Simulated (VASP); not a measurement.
OSZICAR of a VASP run on MnAg3 (space group Fm-3m):

OSZICAR:
```
       N       E                     dE             d eps       ncg     rms          rms(c)
DAV:   1     0.247859943800E+03    0.24786E+03   -0.18637E+04  1320   0.109E+03
DAV:   2    -0.923290455968E+01   -0.25709E+03   -0.24452E+03  1213   0.303E+02
DAV:   3    -0.172314812316E+02   -0.79986E+01   -0.78884E+01  1286   0.611E+01
DAV:   4    -0.173110800644E+02   -0.79599E-01   -0.79542E-01  1253   0.601E+00
DAV:   5    -0.173123393159E+02   -0.12593E-02   -0.12591E-02  1266   0.782E-01    0.101E+01
DAV:   6    -0.168912601574E+02    0.42108E+00   -0.15434E+01  1276   0.323E+01    0.151E+01
DAV:   7    -0.159627033460E+02    0.92856E+00   -0.50888E+00  1305   0.370E+01    0.663E+00
DAV:   8    -0.159805188544E+02   -0.17816E-01   -0.35915E-01  1198   0.508E+00    0.322E+00
DAV:   9    -0.159492095023E+02    0.31309E-01   -0.82379E-02  1347   0.307E+00    0.162E+00
DAV:  10    -0.159462616581E+02    0.29478E-02   -0.21577E-02  1380   0.129E+00    0.509E-01
DAV:  11    -0.159458251156E+02    0.43654E-03   -0.45425E-03  1241   0.778E-01    0.208E-01
DAV:  12    -0.159457567317E+02    0.68384E-04   -0.51760E-04  1366   0.247E-01    0.911E-02
DAV:  13    -0.159457302325E+02    0.26499E-04   -0.38373E-04  1346   0.233E-01    0.540E-02
DAV:  14    -0.159457511095E+02   -0.20877E-04   -0.77064E-05  1205   0.998E-02    0.132E-02
DAV:  15    -0.159457517114E+02   -0.60194E-06   -0.22859E-06  1026   0.153E-02
   1 F= -.15945752E+02 E0= -.15920263E+02  d E =-.509778E-01  mag=     4.4753
```

Q: Which electronic solver shows in the log?

A: It is blocked Davidson (ALGO = Normal, or the opening steps of other solvers). The INCAR had ALGO = Normal.

Q: How was spin treated?

A: Collinear spin (ISPIN = 2): the summary line carries one mag value, 4.48 μB in the cell.

Q: Can the final energy be trusted as converged?

A: Self-consistency was reached. It stopped with EDIFF = 1E-6, NELM = 100 (PBE GGA, plane waves, VASP's PBE PAW potentials (set 64)).  The moments were started parallel, and other spin orders were not tried in this run.

The structure was generated: MnAg3 was put into an ordered model structure, which need not be its known phase. The cell was not relaxed at this level. The k-mesh is coarse (spacing up to 0.31 per Å, 2π included), so the numbers may not be converged in it.
